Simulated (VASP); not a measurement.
A run of VASP 6.6.1 is set up as follows.

The input INCAR:

```
SYSTEM = SnSe
PREC = Accurate
ENCUT = 520
EDIFF = 1E-7
ISMEAR = 0
SIGMA = 0.03
LREAL = .False.
LASPH = .True.
NELM = 80
ALGO = Fast
ISIF = 2
LWAVE = .False.
LCHARG = .False.
MAGMOM = 0 0 0 0 0 0 0 0 0 0 0 0 0 0 0 0 0 0 0 0 0 0 0 0
LORBIT = 11
LSORBIT = .True.
GGA_COMPAT = .False.
GGA = PE
NBANDS = 98
KPAR = 2
```

File KPOINTS:

```
regular mesh
0
Gamma
  2 6 6
  0 0 0
```

File POSCAR:

```
SnSe                                    
1.0
   11.4864948094      0.0000000000      0.0000000000
    0.0000000000      4.1722136735      0.0000000000
    0.0000000000     -0.0000000000      4.3796772134
  Sn              Se            
     4     4
Direct
     0.1176302908647919    0.2500000000000000    0.0931652734676234
     0.3823697091352080    0.7500000000000000    0.5931652734676235
     0.6176302908647916    0.2500000000000000    0.4068347265323766
     0.8823697091352084    0.7500000000000000    0.9068347265323765
     0.3570262768418762    0.2500000000000000    0.0220175693999826
     0.1429737231581238    0.7500000000000000    0.5220175693999826
     0.8570262768418760    0.2500000000000000    0.4779824306000175
     0.6429737231581240    0.7500000000000000    0.9779824306000174
```

KPOINTS_OPT

```
explicit points
318
Reciprocal
 0.0000000000  0.0000000000  0.0000000000 1
 0.0000000000  0.0263157895  0.0000000000 1
 0.0000000000  0.0526315789  0.0000000000 1
 0.0000000000  0.0789473684  0.0000000000 1
 0.0000000000  0.1052631579  0.0000000000 1
 0.0000000000  0.1315789474  0.0000000000 1
[... 310 lines left out ...]
 0.0000000000  0.5000000000  0.0248440900 1
 0.0000000000  0.5000000000 -0.0248440900 1
```

Potentials or basis: VASP PAW PBE potentials, release 64 (Sn_d, Se).

Command:

```console
$ cat potpaw_PBE.64/Sn_d/POTCAR potpaw_PBE.64/Se/POTCAR > POTCAR
$ mpirun -np 2 vasp_ncl > vasp.out
```

**Question.** Predict the largest force.

**Answer.** 0.027 eV/Å.

**Question.** Predict the pressure.

**Answer.** 2.3 GPa.

Stress tensor (GPa, compression positive):
```
2.47 0.00 0.00
0.00 2.28 0.00
0.00 0.00 2.25
```
